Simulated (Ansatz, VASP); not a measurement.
# Co: VASP beside Ansatz

Aim: how closely do two programs agree when they are given the same cell, functional and k mesh? Of the first pair: The cell is a member of a volume series, scaled by 0.94 from a relaxed one, so a pressure remains. Valence electrons are named where the data sets of a main pair hold unlike numbers.

Calculated with Ansatz 0.2.0; plane waves, with VASP 6.6.1 beside it; single point at PBEsol.

## Step 1: The structure

It takes space group P6_3/mmc (No. 194, hexagonal). The conventional cell has a = 2.404 Å, b = 2.404 Å, c = 3.880 Å, α = 90.00°, β = 90.00°, γ = 120.00°. Nearest to Co lie 12 Co at 2.39 to 2.40 Å.

## Step 2: Ansatz: single point, PBEsol, volume scaled by 0.94

Ansatz runs on its default PAW (the set named soft_2) files.

With cell and atoms fixed, the geometry can't cause a difference; cores, projectors, grids and the points listed under the comparison can.

Input file input.yaml:

```yaml
crystal:
  lattice:
    - [2.40366993, 0.0, 0.0]
    - [-1.20183496, 2.08163922, 0.0]
    - [0.0, 0.0, 3.87993131]
  atoms:
    - { symbol: Co, position: [0.0, 0.0, 0.0], spin: 1.6 }
    - { symbol: Co, position: [0.33333333, 0.66666667, 0.5], spin: 1.6 }
hamiltonian:
  xc: pbesol
  pseudopotentials: { kind: paw }
magnetization:
  spin_polarized: true
kpoints:
  mp_grid: { grid: [27, 27, 15] }
scf:
  occupations: { method: methfessel_paxton, width: 0.15 }
  n_extra_bands: 7
output:
  forces: true
  stress: true
  eigenvalues: true
```

Launch:

```bash
$ ansatz run input.yaml --threads 2 --pin off --max-ram 4608MiB --backend cpu --events-out ev --progress --plain --runs-dir out
```

Numbers of over 12 decimals in the logs are rounded to 6 here.

Log:

```text
scf.n_extra_bands = 7 over 17 filled bands (N_el = 34.0): the run solves 24 bands
Engine: ansatz 0.2.0, aarch64-unknown-linux-gnu
Pseudopotentials: kind: paw
Pseudopotential: Co, paw, valence charge 17, recommended cutoff 420 eV (normal), Co.paw.azcp
Functional definition: PBEsol
  exchange = pbesol_x
  correlation = pbesol_c
Crystal: 2 atoms, lattice volume = 19.414 Å³
Basis set: ecut = 420 eV, 379 PW (Γ), exchange–correlation on 36×36×54 points (8 copies of the dense FFT grid, shifted against one another)
Bands: 24, of which v1, the nominal top of the filled ones, is band 17 counted from 1 (16 counted from 0)
Symmetry: 24 space group operations
Space group: P63/mmc (ITA 194), of the structure as read, at distance tolerance 2.7e-5 Å
Magnetic group: BNS 194.263 (UNI 1493), of the structure as read, at distance tolerance 2.7e-5 Å
k-points: 600 of 10935
Non-local potential: Co, projectors of the file, l = 0: 3, l = 1: 2, l = 2: 3, l = 3: 1
PAW form: soft (Blöchl's): semilocal exchange-correlation on the pseudo side does not see the compensation charge
PAW frozen core: Co, regenerated for the run's functional, and the local potential with it (the file was generated under x = pbe(κ = 0.804, μ = 0.219515), c = pbe(β = 0.066725))
PAW one-centre angular grid: Co, 590 points (default); XC on 64 Gauss nodes
Initial density: superposition of atomic densities (chi_scale 0.1, normalization cell)
Starting moments: Σ|m| = 3.2 μB on 2 of 2 sites
Initial wavefunctions: pseudopotential atomic-orbital guess
Functional: x = pbesol(κ = 0.804, μ = 0.123457), c = pbesol(β = 0.046)
SCF iter   1: F=—  HF=-10185.532445 eV  |F-HF|=—  |Δ(HF+E_count)|=         —  Δρ=1.07e-1 (↑9.34e-2 ↓1.07e-1)  dr2=4.31e0  dr2_m=3.52e-2  M=2.730 μB ∫|m|=2.824 μB  β_m=0.30  ethr=3.10e-3  ⟨swp⟩=4.8  Hψ=105244  notcnv=0
Mixer restart at iter 1: flushing history
preconditioner: auto → none  [metal: Δε(μ)=0.001 eV  Ē_g=11.334 eV  σ=0.150 eV  W_gap=0.00  n_scr=2 (ndim 8)  ℏωp=35.8 eV  f_vac=0.000  D(μ)=3.34/eV (n_scr^D=54)  sad-step TF]
SCF iter   2: F=—  HF=-10184.125270 eV  |F-HF|=—  |Δ(HF+E_count)|=    1.41e0  Δρ=6.49e-2 (↑3.01e-2 ↓6.49e-2)  dr2=2.60e-1  dr2_m=3.75e-1  M=3.162 μB ∫|m|=3.301 μB  β_m=0.34  ethr=3.10e-3  ⟨swp⟩=3.0  Hψ=60196  notcnv=0  defer=2192
SCF iter   3: F=—  HF=-10184.727106 eV  |F-HF|=—  |Δ(HF+E_count)|=   6.02e-1  Δρ=4.65e-2 (↑4.65e-2 ↓2.12e-2)  dr2=5.11e-2  dr2_m=1.96e-1  M=3.166 μB ∫|m|=3.337 μB  β_m=0.52  ethr=7.64e-4  ⟨swp⟩=2.0  Hψ=39672  notcnv=0  defer=2192
SCF iter   4: F=—  HF=-10185.622268 eV  |F-HF|=—  |Δ(HF+E_count)|=   8.95e-1  Δρ=2.95e-2 (↑2.95e-2 ↓2.35e-3)  dr2=8.99e-2  dr2_m=4.29e-2  M=3.102 μB ∫|m|=3.306 μB  β_m=0.76  ethr=1.50e-4  ⟨swp⟩=2.2  Hψ=56828  notcnv=0  defer=2196
SCF iter   5: F=—  HF=-10185.904642 eV  |F-HF|=—  |Δ(HF+E_count)|=   2.82e-1  Δρ=1.92e-2 (↑1.92e-2 ↓6.05e-3)  dr2=7.12e-2  dr2_m=7.89e-3  M=3.059 μB ∫|m|=3.288 μB  β_m=0.88  ethr=1.50e-4  ⟨swp⟩=2.2  Hψ=46469  notcnv=0  defer=2257
SCF iter   6: F=—  HF=-10185.919757 eV  |F-HF|=—  |Δ(HF+E_count)|=   1.51e-2  Δρ=4.91e-3 (↑4.91e-3 ↓4.28e-3)  dr2=1.53e-4  dr2_m=3.72e-3  M=3.040 μB ∫|m|=3.277 μB  β_m=0.94  ethr=1.50e-4  ⟨swp⟩=2.3  Hψ=49837  notcnv=0  defer=2291
SCF iter   7: F=—  HF=-10185.920643 eV  |F-HF|=—  |Δ(HF+E_count)|=   8.86e-4  Δρ=2.29e-3 (↑1.29e-3 ↓2.29e-3)  dr2=1.09e-4  dr2_m=5.65e-4  M=3.037 μB ∫|m|=3.279 μB  β_m=0.97  ethr=4.51e-7  ⟨swp⟩=2.0  Hψ=55025  notcnv=0  defer=2151
SCF iter   8: F=—  HF=-10185.920633 eV  |F-HF|=—  |Δ(HF+E_count)|=   1.03e-5  Δρ=7.28e-4 (↑7.23e-4 ↓7.28e-4)  dr2=3.36e-7  dr2_m=9.34e-5  M=3.039 μB ∫|m|=3.282 μB  β_m=0.98  ethr=3.21e-7  ⟨swp⟩=2.3  Hψ=42227  notcnv=0  defer=2202
SCF iter   9: F=—  HF=-10185.911750 eV  |F-HF|=—  |Δ(HF+E_count)|=         —  Δρ=5.35e-4 (↑5.09e-4 ↓5.35e-4)  dr2=1.68e-7  dr2_m=4.84e-5  M=3.043 μB ∫|m|=3.287 μB  β_m=0.98  ethr=9.88e-10  ⟨swp⟩=2.0  Hψ=49107  notcnv=0  defer=2200
Mixer restart at iter 9: flushing history
iteration 9: the input's own smearing fills from here on; a Gaussian of 0.15 eV has filled iterations ahead of it
SCF iter  10: F=—  HF=-10185.911758 eV  |F-HF|=—  |Δ(HF+E_count)|=   7.20e-6  S|Δr|=    0.00e0  Δρ=1.95e-4 (↑1.95e-4 ↓1.64e-4)  dr2=1.09e-7  dr2_m=5.72e-6  M=3.044 μB ∫|m|=3.289 μB  β_m=0.99  ethr=4.94e-10  ⟨swp⟩=2.4  Hψ=48960  notcnv=0  defer=2200
SCF iter  11: F=—  HF=-10185.911759 eV  |F-HF|=—  |Δ(HF+E_count)|=   1.77e-6  S|Δr|=    0.00e0  Δρ=9.60e-5 (↑8.57e-5 ↓9.60e-5)  dr2=3.23e-6  dr2_m=8.47e-9  M=3.045 μB ∫|m|=3.290 μB  β_m=0.66  ethr=2.94e-10  ⟨swp⟩=8.5  Hψ=137063  notcnv=0
SCF iter  12: F=-10185.911759 eV  HF=-10185.911759 eV  |F-HF|=2.99e-8  |Δ(HF+E_count)|=   7.89e-7  S|Δr|=    0.00e0  Δρ=1.61e-5 (↑1.61e-5 ↓9.55e-6)  dr2=4.46e-8  dr2_m=9.64e-9  M=3.045 μB ∫|m|=3.290 μB  ethr=2.94e-10  ⟨swp⟩=3.7  Hψ=125837  notcnv=0
SCF 1 converged in 12 iterations: F = -10185.911759 eV  dr2 = 4.46e-8
  greatest PAW one-centre occupation: 1.001 electrons in one spin orbital (limit 2), on the Co atom at site 1 (counted from 0), in its partial waves of l = 1
this state was not tested for a lower state beside it, because cold or Methfessel-Paxton smearing, or corrected tetrahedra, fill the levels in a way that the test cannot read (fill_not_monotonic; see scf.lower_state_search)
SCF converged after 12 iterations
Magnetization: 3.0446 μB (18.5223 up, 15.4777 down)
Absolute magnetization: 3.2919 μB (∫|ρ↑−ρ↓|, with the PAW one-centre terms)
Spin contamination: 0.0386 ħ² per cell (⟨S²⟩ above its minimum at these occupations)
Per-site moments (μB) at R_I (Å): [(1.579709, 0.983909), (1.579709, 0.983909)]
Free energy (F): -10185.911759 eV
Harris-Foulkes:  -10185.911759 eV  (|F-HF|=2.99e-8)
Internal energy: -10185.912212 eV  (E = F + TS)
E sigma→0 (E₀):  -10185.911872 eV
Entropy (-TS):   0.000453 eV (0.227 meV/atom)
Fermi energy:    21.126667 eV
--- Per-component energies (eV) ---
  E_band       = -406.693689
  E_kinetic    = 914.936225
  E_local      = -5343.669748  (includes V_loc(G=0)·N_el)
  E_nonlocal   = 911.297321
  E_hartree    = 2249.528815
  E_xc         = -318.145501
  E_vxc        = -412.560630  (∫ρ·V_xc dr)
  E_paw        = -2965.976105  (= ΣΔE_a)
  E_vpaw       = -975.734428  (= ΣTr[D̂ρ^β])
  E_aug_tail   = 0.000131  (compensation charges beyond the density's cutoff)
  E_ewald      = -5634.260189
  E_core_change = 0.376838  (= ΣΔE_core)
  E_smearing   = 0.000453  (= −TS)
  E_closure    = 0.000000  (closes the sum)
  Σ components = -10185.911759   (vs F -10185.911759, Δ=0.00e0)
--- Forces (eV/Å), atoms counted from 1 ---
  atom   1  Co    -0.00000000     0.00000000     0.00000000
  atom   2  Co     0.00000000    -0.00000000     0.00000000
  max |Σ_I F_I| component: 9.25e-18 eV/Å
--- Stress (GPa, compression-positive) ---
       18.962699      -0.000000       0.000000
        0.000000      18.962699       0.000000
        0.000000       0.000000      19.076380
  P = ⅓ Tr σ = 19.0006 GPa (190.006 kbar)
--- Band table (eV; the first three rows and the last of 1200) ---
  k-point 0 ↑: bands = [... 13 lower, 18.7780, 18.7780, 19.1966, 19.1966, 20.5346, 20.5346, 20.8847, 28.5159, ... 3 higher]
  k-point 1 ↑: bands = [... 13 lower, 18.7624, 18.7624, 19.2329, 19.2329, 20.5326, 20.5326, 20.6954, 28.7941, ... 3 higher]
  k-point 2 ↑: bands = [... 13 lower, 18.7181, 18.7181, 19.3305, 19.3305, 20.2091, 20.5245, 20.5245, 29.5519, ... 3 higher]
  k-point 599 ↓: bands = [... 13 lower, 19.0836, 20.7857, 20.9264, 22.3562, 22.3562, 28.1340, 28.1340, 29.6458, ... 3 higher]
```

The job ended after 29 s (2 threads of Arm Neoverse V2, shared host; peak memory 0.69 GiB; 56 s of CPU time).

The run ends at a pressure of 19.00 GPa.

## Step 3: VASP: single point, PBEsol, volume scaled by 0.94

The same cell, functional, mesh and smearing now go to VASP, with its own data sets.

Lines of VASP's logs that name or quote its potential files are left out, and so is its time.

The input asks for a relaxation, which ended at its first step since no free force or stress exceeded the threshold; so it serves as a single point.

Input file INCAR:

```
SYSTEM = Co
PREC = Accurate
ENCUT = 450
EDIFF = 1E-07
NELM = 120
ISMEAR = 1
SIGMA = 0.15
LREAL = .FALSE.
ALGO = Normal
GGA = PS
NBANDS = 18
ISPIN = 2
MAGMOM = 1.6 1.6
LASPH = .TRUE.
LMAXMIX = 4
LORBIT = 11
LWAVE = .FALSE.
LCHARG = .FALSE.
KPAR = 2
IBRION = 2
NSW = 40
ISIF = 4
EDIFFG = -0.004
POTIM = 0.4
```

Input file POSCAR:

```
Co
1.0
    2.4036699262      0.0000000000      0.0000000000
   -1.2018349630      2.0816392183      0.0000000000
    0.0000000000      0.0000000000      3.8799313053
Co
2
Direct
    0.0000000000      0.0000000000      0.0000000000
    0.3333333333      0.6666666667      0.5000000000
```

Input file KPOINTS:

```
Automatic mesh
0
Gamma
27 27 15
0 0 0
```

The projector-augmented-wave data sets are Co (PBE family, release 64).

Launch:

```bash
$ mpirun -np 2 vasp_std
```

Log:

```text
[banner, memory and clock lines left out]
running    2 mpi-ranks, on    1 nodes
 distrk:  each k-point on    1 cores,    2 groups
 distr:  one band on    1 cores,    1 groups

 POSCAR found type information on POSCAR Co
 POSCAR found :  1 types and       2 ions
|                                                                             |
|               ----> ADVICE to this user running VASP <----                  |
|                                                                             |
|     You enforced a specific xc type in the INCAR file but a different       |
|     [... a line on the potential file left out ...]
|     I HOPE YOU KNOW WHAT YOU ARE DOING!                                     |
|                                                                             |

 LDA part: xc-table for (Slater+PW92), standard interpolation
 POSCAR, INCAR and KPOINTS ok, starting setup
 FFT: planning ... GRIDC
 FFT: planning ... GRID_SOFT
 FFT: planning ... GRID
 WAVECAR not read
 entering main loop
       N       E                     dE             d eps       ncg     rms          rms(c)
DAV:   1     0.749481962602E+02    0.74948E+02   -0.69188E+03 46200   0.118E+03
DAV:   2    -0.145901382784E+02   -0.89538E+02   -0.81161E+02 43494   0.219E+02
DAV:   3    -0.178399132096E+02   -0.32498E+01   -0.31548E+01 47658   0.536E+01
DAV:   4    -0.178960187612E+02   -0.56106E-01   -0.56063E-01 55948   0.587E+00
DAV:   5    -0.178971060827E+02   -0.10873E-02   -0.10872E-02 49470   0.706E-01    0.177E+01
DAV:   6    -0.157211674536E+02    0.21759E+01   -0.86328E+00 45828   0.635E+01    0.683E+00
DAV:   7    -0.154503407966E+02    0.27083E+00   -0.11593E+00 51020   0.211E+01    0.417E+00
DAV:   8    -0.154253178722E+02    0.25023E-01   -0.16984E-02 58296   0.133E+00    0.217E+00
DAV:   9    -0.154079747549E+02    0.17343E-01   -0.21432E-03 71502   0.823E-01    0.721E-01
DAV:  10    -0.154084989745E+02   -0.52422E-03   -0.18602E-03 60002   0.712E-01    0.132E-01
DAV:  11    -0.154086437754E+02   -0.14480E-03   -0.16299E-04 62120   0.200E-01    0.361E-02
DAV:  12    -0.154086417937E+02    0.19817E-05   -0.55510E-06 53568   0.231E-02    0.196E-02
DAV:  13    -0.154086424537E+02   -0.66002E-06   -0.34752E-06 64096   0.264E-02    0.151E-02
DAV:  14    -0.154086421903E+02    0.26341E-06   -0.57156E-07 61458   0.131E-02    0.749E-04
DAV:  15    -0.154086421132E+02    0.77085E-07   -0.19966E-08 23550   0.151E-03
   1 F= -.15408642E+02 E0= -.15408775E+02  d E =-.154086E+02  mag=     3.0350
 curvature:   0.00 expect dE= 0.000E+00 dE for cont linesearch  0.000E+00
 trial: gam= 0.00000 g(F)=  0.235E-51 g(S)=  0.251E-11 ort = 0.000E+00 (trialstep = 0.100E+01)
 search vector abs. value=  0.103E-09
 reached required accuracy - stopping structural energy minimisation
```

Parts of OUTCAR (step 3):

```text
ion  position               nearest neighbor table
   1  0.000  0.000  0.000-   2 2.39   2 2.39   2 2.39   2 2.39   2 2.39   2 2.39
   2  0.333  0.667  0.500-   1 2.39   1 2.39   1 2.39   1 2.39   1 2.39   1 2.39

  LATTYP: Found a hexagonal cell.
 ALAT       =     2.4036699262
 C/A-ratio  =     1.6141697589

 Subroutine GETGRP returns: Found 24 space group operations
 (whereof 12 operations were pure point group operations)

The static configuration has the point symmetry D_3h.
 The point group associated with its full space group is D_6h.

 Found    600 irreducible k-points:

   k-points           NKPTS =    600   k-points in BZ     NKDIM =    600   number of bands    NBANDS=     18

   dimension x,y,z NGX =    18 NGY =   18 NGZ =   28
   dimension x,y,z NGXF=    36 NGYF=   36 NGZF=   56

   ENCUT  =  450.0 eV  33.07 Ry    5.75 a.u.   4.16  4.16  6.71*2*pi/ulx,y,z

   NELECT =      18.0000    total number of electrons

 k-points in reciprocal lattice and weights: Automatic mesh
   0.00000000  0.00000000  0.00000000       0.000
   0.03703704  0.00000000  0.00000000       0.001
   0.07407407  0.00000000  0.00000000       0.001
   0.11111111 -0.00000000  0.00000000       0.001
   0.14814815 -0.00000000  0.00000000       0.001
   0.18518519 -0.00000000  0.00000000       0.001
   0.22222222 -0.00000000  0.00000000       0.001
   0.25925926 -0.00000000  0.00000000       0.001
   0.29629630  0.00000000  0.00000000       0.001
[...]
0.33333333  0.29629630  0.46666667       0.002
   0.33333333  0.33333333  0.46666667       0.000

 average (electrostatic) potential at core
       1 -76.5891       2 -76.5891

 E-fermi :  11.7193

 spin component 1
 k-point     1 :       0.0000    0.0000    0.0000
  band No.  band energies     occupation
    ...
      8       9.8021      1.00000
      9       9.8021      1.00000
     10      11.1253      1.00000
     11      11.1253      1.00000
     12      11.5709      1.02402
     13      19.1618      0.00000
     14      34.5687      0.00000
     15      38.0314      0.00000
     16      38.2841      0.00000
     17      38.2841      0.00000
    ...

 k-point     2 :       0.0370    0.0000    0.0000
  band No.  band energies     occupation
    ...
      7       9.4123      1.00000
      8       9.7743      1.00000
      9       9.7843      1.00000
     10      10.7056      1.00000
     11      11.1333      1.00000
     12      12.0508     -0.00383
     13      19.1680      0.00000
     14      34.3148      0.00000
     15      36.8582      0.00000
     16      37.4517      0.00000
    ...

 k-point     3 :       0.0741    0.0000    0.0000
  band No.  band energies     occupation
    ...
      7       9.4828      1.00000
      8       9.6608      1.00000
      9       9.7333      1.00000
     10      10.2215      1.00000
     11      11.1556      1.00000
     12      12.7459     -0.00000
     13      19.1873      0.00000
     14      33.4095      0.00000
     15      35.7708      0.00000
     16      36.2477      0.00000
    ...

 k-point     4 :       0.1111   -0.0000    0.0000
  band No.  band energies     occupation
    ...
      7       9.3669      1.00000
      8       9.5974      1.00000
      9       9.6551      1.00000
     10       9.9314      1.00000
     11      11.1875      1.00000
     12      13.4966     -0.00000
     13      19.2224      0.00000
     14      31.9113      0.00000
     15      35.0543      0.00000
     16      35.1673      0.00000
    ...

 k-point     5 :       0.1481   -0.0000    0.0000
  band No.  band energies     occupation
    ...
      7       9.5045      1.00000
      8       9.5577      1.00000
      9       9.7515      1.00000
     10       9.7899      1.00000
     11      11.2240      1.00002
     12      14.2909     -0.00000
     13      19.2770      0.00000
     14      30.1966      0.00000
     15      33.9081      0.00000
     16      34.7480      0.00000
    ...

 k-point     6 :       0.1852   -0.0000    0.0000
  band No.  band energies     occupation
    ...
      7       9.6331      1.00000
      8       9.6817      1.00000
      9       9.6823      1.00000
     10       9.9390      1.00000
     11      11.2608      1.00007
     12      15.1243      0.00000
     13      19.3544      0.00000
     14      28.4474      0.00000
     15      32.8219      0.00000
     16      34.3433      0.00000
    ...

  Total        2.1188347      2.1188347      2.1188207      0.0000000     -0.0000000      0.0000000
  in kB      174.8651763    174.8651763    174.8640233      0.0000000     -0.0000000      0.0000000
  external PRESSURE =     174.8647919 kB  Pullay stress =       0.0000000 kB

  energy-cutoff  :      450.00
  volume of cell :       19.41
      direct lattice vectors                 reciprocal lattice vectors
     2.403669926  0.000000000  0.000000000     0.416030499  0.240195321  0.000000000
    -1.201834963  2.081639218  0.000000000     0.000000000  0.480390642  0.000000000
     0.000000000  0.000000000  3.879931305     0.000000000  0.000000000  0.257736522

 POSITION                                       TOTAL-FORCE (eV/Angst)
 -----------------------------------------------------------------------------------
      0.00000      0.00000      0.00000        -0.000000     -0.000000      0.000000
     -0.00000      1.38776      1.93997         0.000000      0.000000      0.000000
 -----------------------------------------------------------------------------------
    total drift:                               -0.000000      0.000000     -0.000000

  FREE ENERGIE OF THE ION-ELECTRON SYSTEM (eV)
  ---------------------------------------------------
  free  energy   TOTEN  =       -15.4086421132 eV

  energy  without entropy=      -15.4090401524  energy(sigma->0) =      -15.40877479

 reached required accuracy - stopping structural energy minimisation

 total charge
# of ion       s       p       d       tot
------------------------------------------
    1        0.539   0.630   7.345   8.514
    2        0.539   0.630   7.345   8.514
--------------------------------------------------
tot          1.078   1.260  14.690  17.028

 magnetization (x)
# of ion       s       p       d       tot
------------------------------------------
    1       -0.016  -0.052   1.581   1.513
    2       -0.016  -0.052   1.581   1.513
--------------------------------------------------
tot         -0.032  -0.105   3.161   3.025

[... 6 further parts left out ...]
```

The magnetic state follows from one typed start and may not be the lowest. The PAW data sets were made with PBE, which is usual practice but a small mismatch for other functionals. The run keeps the 24 symmetry operations of its start, so it cannot find a distortion of lower symmetry.

## Step 4: Differences

Known differences besides the potentials themselves: the data sets hold 34 valence electrons in Ansatz (on its default PAW (the set named soft_2) files) and 18 in VASP; the cutoff is 420 eV in Ansatz and 450 eV in VASP; Ansatz makes its cores anew for this functional, VASP keeps those of its PBE data sets; site moments are counted in spheres of each program's own size. Total energies have different zeros and are not compared.

Compared:

```csv
quantity,Ansatz,VASP,difference
pressure (GPa),19.00,17.49,+1.51
pressure without Ansatz's Pulay correction (GPa),18.78,17.49,+1.30
total moment (μB),3.04,3.04,+0.01
moment on Co1 (μB),1.58,1.51,+0.07
moment on Co2 (μB),1.58,1.51,+0.07
```

Ansatz's pressure holds a Pulay correction of 0.22 GPa; VASP's holds none.

## Step 5: What the set-up changes

Further runs change the set-up of one program: Ansatz's method, potentials or start, or VASP's data sets, cutoff or form of LDA. The table gives Ansatz less VASP for each quantity, since a change that brings one quantity closer may part another.

```csv
run,pressure (GPa),total moment (μB),pressure without Ansatz's Pulay correction (GPa)
as above,1.5,0.0096,1.3
cores kept as stored,1.5,0.0093,1.3
Ansatz's larger PAW set (cutoff 1000 eV),1.4,0.010,
norm-conserving potentials (cutoff 1306 eV),1.4,0.014,1.3
```

[end of part 1 of 2]

[Lines on the potential files, build, host, timing and source positions are cut from VASP's logs without a mark.]

[Logs are printed without paths, hosts, clocks, repeated set-up lines and the standing remarks that a program may print on its own settings, such as how far it seeks lower states.]

[Hosts, paths, dates, database ids (printed as entryN), source tags and the programs' standing remarks are cut or masked in the printed files.]
